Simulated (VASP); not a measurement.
Here is the system:

```yaml
crystal:
  lattice:
    - [0.00000, 2.91318, 2.91318]
    - [2.91318, 0.00000, 2.91318]
    - [2.91318, 2.91318, 0.00000]
  atoms:
    - { symbol: Pb, position: [0.00000, 0.00000, 0.00000] }
    - { symbol: Se, position: [0.50000, 0.50000, 0.50000] }
```

Calculation: PBEsol GGA, VASP's PBE PAW potentials (set 64) (plane waves; VASP). Numerical set-up: 500 eV cut-off, 8×8×8 Γ-centred mesh, Gaussian smearing of 0.050 eV, potentials Pb_d Se.

Unless said otherwise, spin-orbit coupling is left out, though it shifts the bands of the heavy elements here.

Question: What does the run give for the energy per atom (σ→0), pressure, band gap (on the k-mesh) with the smallest direct gap where there is one?

Answer: 
```
Quantity                                     Result
-----------------------------------  --------------
band gap (on the k-mesh)                    0.40 eV
smallest direct gap (on the k-mesh)         0.40 eV
energy per atom (σ→0)                -4.357 eV/atom
pressure                                   9.93 GPa
```

The absolute energy has meaning only against runs of the same code, potentials and settings.

The compound is PbSe in the rock salt structure. It was relaxed first under an external pressure of 10 GPa.
